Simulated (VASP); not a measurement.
Consider the following.

```
Fe
1.0
   -1.44310     1.44310     1.44310
    1.44310    -1.44310     1.44310
    1.44310     1.44310    -1.44310
Fe
1
Direct
  0.00000   0.00000   0.00000
```
Starting moments (μB, in the order of the record's atoms Fe): 2.7.

Level of theory: r2SCAN meta-GGA, VASP's PBE PAW potentials (set 64) (plane waves; VASP). Numerical set-up: 520 eV cut-off, 18×18×18 Γ-centred mesh, first-order Methfessel-Paxton smearing of 0.10 eV, potentials Fe.

**Question.** The job: Fe (bcc), 1 atom, r2SCAN, static run, 520 eV, 18×18×18 Γ-centred mesh. Roughly how much core time does it take on a busy server core?

**Answer.** About 90 core-seconds (one run on a shared machine, a rough figure). It had 195 irreducible k-points, 9 bands, up to 338 plane waves and 18 electronic steps.

The compound is Fe in the bcc structure. This cell is one point of a volume scan, at 1.03 of the reference volume.
